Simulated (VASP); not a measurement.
VASP ran on this input.

File KPOINTS:
```
Automatic mesh
0
Gamma
6 6 6
0 0 0
```

POSCAR:
```
PbTe
1
    0.0000000000     3.2300000000     3.2300000000
    3.2300000000     0.0000000000     3.2300000000
    3.2300000000     3.2300000000     0.0000000000
Te Pb
1 1
Direct
  0.5000000000   0.5000000000   0.5000000000
  0.0000000000   0.0000000000   0.0000000000
```

**INCAR**
```
SYSTEM = PbTe
PREC = Accurate
ENCUT = 180
EDIFF = 1E-6
NELM = 100
ALGO = Normal
LREAL = .FALSE.
LASPH = .TRUE.
ISMEAR = 0
SIGMA = 0.05
GGA = PE
LMAXMIX = 4
LWAVE = .FALSE.
LCHARG = .FALSE.
ISIF = 3
IBRION = 2
NSW = 40
EDIFFG = -0.01
```

POTCAR, in this order: Te Pb_d (PBE.64 set). Program: vasp_std.

Output of the run:

### standard output
```
...
 bond charge predicted
       N       E                     dE             d eps       ncg     rms          rms(c)
DAV:   1    -0.776982329128E+01   -0.59604E-06   -0.54491E-08   224   0.341E-03    0.280E-04
DAV:   2    -0.776982329013E+01    0.11501E-08   -0.41525E-09   224   0.855E-04
   8 F= -.77698233E+01 E0= -.77698233E+01  d E =-.949480E-06
 ZBRENT: increasing intervall
 bond charge predicted
       N       E                     dE             d eps       ncg     rms          rms(c)
DAV:   1    -0.776982389846E+01   -0.60718E-06   -0.18333E-07   224   0.627E-03    0.431E-04
DAV:   2    -0.776982387464E+01    0.23821E-07   -0.92709E-09   224   0.152E-03
   9 F= -.77698239E+01 E0= -.77698239E+01  d E =-.153399E-05
 ZBRENT: increasing intervall
 bond charge predicted
       N       E                     dE             d eps       ncg     rms          rms(c)
DAV:   1    -0.776982508619E+01   -0.11877E-05   -0.71613E-07   224   0.123E-02    0.824E-04
DAV:   2    -0.776982503049E+01    0.55694E-07   -0.38816E-08   224   0.315E-03
  10 F= -.77698250E+01 E0= -.77698250E+01  d E =-.268984E-05
 ZBRENT: increasing intervall
 bond charge predicted
       N       E                     dE             d eps       ncg     rms          rms(c)
DAV:   1    -0.776982747400E+01   -0.23878E-05   -0.28955E-06   352   0.245E-02    0.165E-03
DAV:   2    -0.776982732607E+01    0.14793E-06   -0.15588E-07   224   0.622E-03
  11 F= -.77698273E+01 E0= -.77698273E+01  d E =-.498542E-05
 ZBRENT: increasing intervall
 bond charge predicted
       N       E                     dE             d eps       ncg     rms          rms(c)
DAV:   1    -0.776983228394E+01   -0.48099E-05   -0.11585E-05   352   0.492E-02    0.331E-03
DAV:   2    -0.776983182735E+01    0.45659E-06   -0.62289E-07   224   0.125E-02
  12 F= -.77698318E+01 E0= -.77698318E+01  d E =-.948670E-05
 ZBRENT: increasing intervall
 bond charge predicted
       N       E                     dE             d eps       ncg     rms          rms(c)
DAV:   1    -0.776984206650E+01   -0.97826E-05   -0.46994E-05   556   0.984E-02    0.683E-03
DAV:   2    -0.776984045348E+01    0.16130E-05   -0.22746E-06   352   0.228E-02    0.252E-03
DAV:   3    -0.776984046108E+01   -0.75966E-08   -0.10235E-06   224   0.136E-02
  13 F= -.77698405E+01 E0= -.77698405E+01  d E =-.181204E-04
 ZBRENT: increasing intervall
 bond charge predicted
       N       E                     dE             d eps       ncg     rms          rms(c)
DAV:   1    -0.776986225596E+01   -0.21802E-04   -0.21376E-04   550   0.211E-01    0.137E-02
DAV:   2    -0.776985630525E+01    0.59507E-05   -0.93665E-06   418   0.463E-02    0.498E-03
DAV:   3    -0.776985571919E+01    0.58605E-06   -0.39322E-06   364   0.272E-02
  14 F= -.77698557E+01 E0= -.77698557E+01  d E =-.333785E-04
 ZBRENT: increasing intervall
 bond charge predicted
       N       E                     dE             d eps       ncg     rms          rms(c)
DAV:   1    -0.776990463760E+01   -0.48332E-04   -0.85440E-04   550   0.420E-01    0.275E-02
DAV:   2    -0.776988189988E+01    0.22738E-04   -0.37746E-05   532   0.927E-02    0.991E-03
DAV:   3    -0.776987865771E+01    0.32422E-05   -0.15679E-05   490   0.542E-02    0.245E-03
DAV:   4    -0.776987917737E+01   -0.51966E-06   -0.24423E-07   224   0.397E-03
  15 F= -.77698792E+01 E0= -.77698792E+01  d E =-.568367E-04
 ZBRENT: increasing intervall
 bond charge predicted
       N       E                     dE             d eps       ncg     rms          rms(c)
DAV:   1    -0.776999764969E+01   -0.11899E-03   -0.34060E-03   550   0.836E-01    0.553E-02
DAV:   2    -0.776990932576E+01    0.88324E-04   -0.15122E-04   532   0.185E-01    0.199E-02
DAV:   3    -0.776989444573E+01    0.14880E-04   -0.62058E-05   574   0.108E-01    0.461E-03
DAV:   4    -0.776989543171E+01   -0.98597E-06   -0.90188E-07   230   0.758E-03
  16 F= -.77698954E+01 E0= -.77698954E+01  d E =-.730911E-04
 reached required accuracy - stopping structural energy minimisation
```

**OUTCAR**
```
------------------------ aborting loop because EDIFF is reached ----------------------------------------
  FORCE on cell =-STRESS in cart. coord.  units (eV):
  Direction    XX          YY          ZZ          XY          YZ          ZX
  --------------------------------------------------------------------------------------
  Total       -0.0036749     -0.0036749     -0.0036749     -0.0000000      0.0000000      0.0000000
  in kB       -0.1019432     -0.1019432     -0.1019432     -0.0000000      0.0000000      0.0000000
  external PRESSURE =      -0.1019432 kB  Pullay stress =       0.0000000 kB
  volume of cell :       57.76
      direct lattice vectors                 reciprocal lattice vectors
     0.000000000  3.068014516  3.068014516    -0.162971849  0.162971849  0.162971849
     3.068014516 -0.000000000  3.068014516     0.162971849 -0.162971849  0.162971849
     3.068014516  3.068014516 -0.000000000     0.162971849  0.162971849 -0.162971849
  FREE ENERGIE OF THE ION-ELECTRON SYSTEM (eV)
  ---------------------------------------------------
  free  energy   TOTEN  =        -7.7698954317 eV

  energy  without entropy=       -7.7698954173  energy(sigma->0) =       -7.76989542

 reached required accuracy - stopping structural energy minimisation
```
(Selected blocks of OUTCAR.)

Question: Read the log: what went wrong, and how is it fixed?

Answer: The cause: ENCUT is too low for a cell relaxation, so Pulay stress biases the volume. The run ends without an error. Against the sound run, the energy per atom (σ→0) falls by 0.124 eV/atom; the pressure falls by 0.01 GPa; the band gap decreases by 0.49 eV; the volume drops by 18 %. To mend it, set ENCUT = 400.

The mended run (PBE GGA, plane waves, VASP's PBE PAW potentials (set 64)) converges, and its OSZICAR ends with
```
   3 F= -.75225131E+01 E0= -.75225131E+01  d E =-.212276E-01
```

The compound is PbTe in the rock salt structure.
